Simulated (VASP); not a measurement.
Method: PBE GGA + U (Dudarev), VASP's PBE PAW potentials (set 64) (plane waves; VASP).

VASP input:

POSCAR:
```
NiO
1
    4.1800000000     2.0900000000     2.0900000000
    2.0900000000     4.1800000000     2.0900000000
    2.0900000000     2.0900000000     4.1800000000
Ni O
2 2
Direct
  0.0000000000   0.0000000000   0.0000000000
  0.5000000000   0.5000000000   0.5000000000
  0.2500000000   0.2500000000   0.2500000000
  0.7500000000   0.7500000000   0.7500000000
```

KPOINTS:
```
Regular mesh
0
Gamma
 8 8 8
0 0 0
```

INCAR:
```
SYSTEM=NiO
PREC=Accurate; ENCUT=520; LREAL=.False.
LASPH=.True.
EDIFF=1E-6; NELM=100; ALGO=Normal
LMAXMIX=4
ISMEAR=0; SIGMA=0.05
GGA=PE
MAGMOM=2.0 -2.0 0.0 0.0
ISPIN=2
LDAUL=2 -1
LDAUU=6.0 0
LDAUJ=0 0
LDAU=.True.; LDAUTYPE=2; LDAUPRINT=1
ISIF=2
LWAVE=.False.; LCHARG=.False.; LORBIT=10
```

POTCAR, in this order: Ni O (PBE.64 set). Program: vasp_std.

The run wrote:

File OSZICAR:
```
       N       E                     dE             d eps       ncg     rms          rms(c)
DAV:   1     0.258744743893E+03    0.25874E+03   -0.16150E+04  5272   0.214E+03
DAV:   2     0.104777422398E+02   -0.24827E+03   -0.23209E+03  5432   0.402E+02
DAV:   3    -0.188391970857E+02   -0.29317E+02   -0.28282E+02  5804   0.163E+02
DAV:   4    -0.196453760772E+02   -0.80618E+00   -0.80198E+00  5792   0.280E+01
DAV:   5    -0.196640333271E+02   -0.18657E-01   -0.18648E-01  6148   0.419E+00    0.219E+01
DAV:   6    -0.187302371502E+02    0.93380E+00   -0.38160E+01  8196   0.131E+02    0.236E+01
DAV:   7    -0.201999084599E+02   -0.14697E+01   -0.58063E+00  6664   0.489E+01    0.128E+01
DAV:   8    -0.203481020288E+02   -0.14819E+00   -0.19825E+00  7668   0.319E+01    0.930E+00
DAV:   9    -0.205468419834E+02   -0.19874E+00   -0.38952E-01  7684   0.213E+01    0.210E+00
DAV:  10    -0.205336851032E+02    0.13157E-01   -0.21859E-01  8036   0.907E+00    0.549E-01
DAV:  11    -0.205385308635E+02   -0.48458E-02   -0.50101E-02  5356   0.221E+00    0.176E-01
DAV:  12    -0.205392719088E+02   -0.74105E-03   -0.11439E-03  9244   0.701E-01    0.107E-01
DAV:  13    -0.205395634449E+02   -0.29154E-03   -0.87970E-04  7468   0.934E-01    0.972E-02
DAV:  14    -0.205395754204E+02   -0.11975E-04   -0.26592E-04  7788   0.394E-01    0.326E-02
DAV:  15    -0.205395790429E+02   -0.36225E-05   -0.75509E-05  6804   0.121E-01    0.103E-02
DAV:  16    -0.205395813266E+02   -0.22837E-05   -0.34533E-06  5156   0.426E-02    0.504E-03
DAV:  17    -0.205395826416E+02   -0.13150E-05   -0.22883E-06  4008   0.339E-02    0.454E-03
DAV:  18    -0.205395828358E+02   -0.19423E-06   -0.10477E-06  3472   0.128E-02
   1 F= -.20539583E+02 E0= -.20539583E+02  d E =-.304089E-17  mag=    -0.0000
```

File OUTCAR:
```
------------------------ aborting loop because EDIFF is reached ----------------------------------------
  FORCE on cell =-STRESS in cart. coord.  units (eV):
  Direction    XX          YY          ZZ          XY          YZ          ZX
  --------------------------------------------------------------------------------------
  Total        0.1187301      0.1187301      0.1187301     -0.0171782     -0.0171782     -0.0171782
  in kB        5.2092184      5.2092184      5.2092184     -0.7536822     -0.7536822     -0.7536822
  external PRESSURE =       5.2092184 kB  Pullay stress =       0.0000000 kB
  volume of cell :       36.52
      direct lattice vectors                 reciprocal lattice vectors
     4.180000000  2.090000000  2.090000000     0.358851675 -0.119617225 -0.119617225
     2.090000000  4.180000000  2.090000000    -0.119617225  0.358851675 -0.119617225
     2.090000000  2.090000000  4.180000000    -0.119617225 -0.119617225  0.358851675
 POSITION                                       TOTAL-FORCE (eV/Angst)
 -----------------------------------------------------------------------------------
      0.00000      0.00000      0.00000         0.000000     -0.000000      0.000000
      4.18000      4.18000      4.18000         0.000000     -0.000000      0.000000
      2.09000      2.09000      2.09000        -0.000000      0.000000      0.000000
      6.27000      6.27000      6.27000        -0.000000     -0.000000     -0.000000
 -----------------------------------------------------------------------------------
    total drift:                                0.000000     -0.000000     -0.000000
  FREE ENERGIE OF THE ION-ELECTRON SYSTEM (eV)
  ---------------------------------------------------
  free  energy   TOTEN  =       -20.5395828358 eV

  energy  without entropy=      -20.5395828358  energy(sigma->0) =      -20.53958284

 total charge

# of ion       s       p       d       tot
------------------------------------------
    1        0.341   0.420   8.241   9.002
    2        0.341   0.420   8.241   9.002
    3        1.550   3.471   0.000   5.021
    4        1.550   3.471   0.000   5.021
--------------------------------------------------
tot          3.781   7.783  16.483  28.046

 magnetization (x)

# of ion       s       p       d       tot
------------------------------------------
    1       -0.002  -0.006   1.746   1.739
    2        0.002   0.006  -1.746  -1.739
    3        0.000   0.000   0.000   0.000
    4        0.000   0.000   0.000   0.000
--------------------------------------------------
tot          0.000   0.000  -0.000  -0.000
```
(Selected blocks of OUTCAR.)

The compound is NiO in the rock salt, AFM-II order structure. The cell was not relaxed at this level. The run is one of a series of settings (LDAU = .TRUE., LDAUJ = 0 0, LDAUL = 2 -1, LDAUTYPE = 2, LDAUU = 6.0 0 against the base run), some of them coarse on purpose.
